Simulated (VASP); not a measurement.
VASP runs on Er (hcp) share one base input (PBE GGA, plane waves, VASP's PBE PAW potentials (set 64)) and change the settings named in each case.

### KPOINTS
```
Automatic mesh
0
Gamma
10 10 6
0 0 0
```

File POSCAR:
```
Er
1
    1.8156000000    -3.1447110000     0.0000000000
    1.8156000000     3.1447110000     0.0000000000
    0.0000000000     0.0000000000     5.7018000000
Er
2
Direct
  0.3333330000   0.6666670000   0.2500000000
  0.6666670000   0.3333330000   0.7500000000
```

**INCAR**
```
SYSTEM = Er
PREC = Accurate; ENCUT = 400; LREAL = .False.
LASPH = .True.
EDIFF = 1E-6; NELM = 100; ALGO = Normal
LMAXMIX = 6
ISMEAR = 1; SIGMA = 0.1
GGA = PE
ISIF = 2
LWAVE = .False.; LCHARG = .False.
```

POTCAR, in this order: Er_3 (PBE.64 set). Program: vasp_std.

```
change                                         E(σ→0) (eV/atom)  pressure (GPa)  −TS (eV)
---------------------------------------------  ----------------  --------------  --------
base run                                                -4.4875           -2.27    0.0036
IVDW = 12                                               -4.7976           -3.86    0.0036
GGA = PS                                                -4.8755             ___       ___
GGA = RE                                                -4.2212           -1.01    0.0033
GGA = AM                                                -4.6683           -4.01    0.0035
GGA removed, LMIXTAU = .TRUE., METAGGA = SCAN          -50.3160           -3.96    0.0028
GGA removed, LMIXTAU = .TRUE., METAGGA = TPSS           -7.4195           -3.23    0.0032
```

Problem. What belongs in the gaps?

Solution. 
- GGA = PS, pressure (GPa): -4.43
- GGA = PS, −TS (eV): 0.0038

Energies of different potentials or functionals have different zeros. The 4f electrons are frozen in the core of the lanthanide potential, so 4f levels, which can set the real gap, and their magnetism are missing.

Left out are runs that ran out of time, are held back, or changed the cell or the kind of run, fixed moments of cells without a moment, rows past the twelfth, gaps on odd meshes, pressures of charged cells and columns that move by less than the noise.

The compound is Er in the hcp structure. The cell was not relaxed at this level.
